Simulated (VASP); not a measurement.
```
CELL_PARAMETERS angstrom
      0.00000     2.35404     2.35404
      2.35404     0.00000     2.35404
      2.35404     2.35404     0.00000
ATOMIC_POSITIONS crystal
  Na 0.00000 0.00000 0.00000
  H  0.50000 0.50000 0.50000
```

Level of theory: rev-vdW-DF2, VASP's PBE PAW potentials (set 64) (plane waves; VASP). Settings: 520 eV cut-off, 9×9×9 Γ-centred mesh, Gaussian smearing of 0.050 eV, potentials Na_pv H.

Problem. What does the run give for the energy per atom (σ→0), pressure?

Solution. 
```json
{
  "energy per atom (σ→0)": "-1.613 eV/atom",
  "pressure": "1.59 GPa"
}
```

The compound is NaH in the rock salt structure. This cell is one point of a volume scan, at 0.94 of the reference volume.
